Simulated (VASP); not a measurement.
VASP runs on TiAl (L1_0) share one base input (PBE GGA, plane waves, VASP's PBE PAW potentials (set 64)) and change the settings named in each case.

### POSCAR
```
TiAl
1
    2.8300000000     0.0000000000     0.0000000000
    0.0000000000     2.8300000000     0.0000000000
    0.0000000000     0.0000000000     4.0700000000
Ti Al
1 1
Direct
  0.0000000000   0.0000000000   0.0000000000
  0.5000000000   0.5000000000   0.5000000000
```

### KPOINTS
```
Automatic mesh
0
Gamma
12 12 8
0 0 0
```

### INCAR
```
# general
SYSTEM =TiAl
PREC   =Accurate
ENCUT  =400
LREAL  =.FALSE.
LASPH  =.TRUE.

# electronic loop
EDIFF  =1E-6
NELM   =100
ALGO   =Normal
LMAXMIX=4

# smearing
ISMEAR =1
SIGMA  =0.1

# functional
GGA    =PE

# ions
ISIF   =2

# output
LWAVE  =.FALSE.
LCHARG =.FALSE.
```

POTCAR, in this order: Ti_sv Al (PBE.64 set). Program: vasp_std.

```
change                                               E(σ→0) (eV/atom)  pressure (GPa)  −TS (eV)  electronic steps
---------------------------------------------------  ----------------  --------------  --------  ----------------
base run                                                      -6.1946           -0.83    0.0006                13
AMIX = 0.05, BMIX = 0.0001, IMIX = 4                          -6.1946           -0.87    0.0006                17
AMIX = 0.1, BMIX = 0.0001, IMIX = 4                           -6.1946           -0.67    0.0006                15
AMIX = 0.2, BMIX = 3.0, IMIX = 1                              -6.1946           -0.85    0.0006                53
AMIX = 1.0, BMIX = 3.0, IMIX = 4                              -6.1946           -0.83    0.0006                14
AMIX = 1.0, BMIX = 0.0001, IMIX = 1 (not converged)         -659.1843         4852.70   -0.0007               100
```

Left out are runs that ran out of time, are held back, or changed the cell or the kind of run, fixed moments of cells without a moment, rows past the twelfth, gaps on odd meshes, pressures of charged cells and columns that move by less than the noise.

The compound is TiAl in the L1_0 structure. The cell was not relaxed at this level. The electron count is odd and the run is not spin-polarised, which forces a metal.
